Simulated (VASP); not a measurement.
VASP input:

POSCAR:
```
FePt
3.78420
  0.7331536388   0.0000000000   0.0000000000
  0.0000000000   0.7331536388   0.0000000000
  0.0000000000   0.0000000000   1.0000000000
Fe Pt
1 1
direct
  0.0000000000   0.0000000000   0.0000000000
  0.5000000000   0.5000000000   0.5000000000
```

INCAR:
```
# general
SYSTEM =FePt
PREC   =Accurate
ENCUT  =400
LREAL  =.FALSE.
LASPH  =.TRUE.

# electronic loop
EDIFF  =1E-6
NELM   =100
ALGO   =Normal
LMAXMIX=6

# smearing
ISMEAR =1
SIGMA  =0.1

# functional
GGA    =PE

# spin
ISPIN  =2
MAGMOM =3.0 0.0

# ions
ISIF   =2

# output
LWAVE  =.FALSE.
LCHARG =.FALSE.
LORBIT =10
```

File KPOINTS:
```
Automatic mesh
0
Gamma
10 10 7
0 0 0
```

POTCAR, in this order: Fe Pt (PBE.64 set). Program: vasp_std.

Problem. Write an equivalent input for Quantum ESPRESSO's pw.x.

Solution. One equivalent input (not run):
```
&CONTROL
  calculation = 'scf'
  pseudo_dir = './pseudo'
  outdir = './out'
  tprnfor = .true.
  tstress = .true.
/
&SYSTEM
  ibrav = 0
  nat = 2
  ntyp = 2
  ecutwfc = 90
  occupations = 'smearing'
  smearing = 'methfessel-paxton'
  degauss = 0.00735
  input_dft = 'pbe'
  nspin = 2
  starting_magnetization(1) = 0.3
/
&ELECTRONS
  conv_thr = 7.3e-08
  electron_maxstep = 100
/
ATOMIC_SPECIES
  Fe 55.845 Fe.upf
  Pt 195.084 Pt.upf
CELL_PARAMETERS angstrom
     2.7744000    0.0000000    0.0000000
     0.0000000    2.7744000    0.0000000
     0.0000000    0.0000000    3.7842000
ATOMIC_POSITIONS crystal
  Fe   0.0000000  0.0000000  0.0000000
  Pt   0.5000000  0.5000000  0.5000000
K_POINTS automatic
  10 10 7 0 0 0
```
Limits of the translation: the potentials are each code's own (VASP's PAW set, PseudoDojo norm-conserving files in pw.x), so ENCUT and ecutwfc are chosen apart and not converted; conv_thr bounds pw.x's estimated SCF error, while EDIFF bounds the energy change between steps; starting_magnetization is a fraction of the valence charge and MAGMOM a moment in μB, so they match only roughly.

The compound is FePt in the L1_0 structure. The cell was not relaxed at this level.
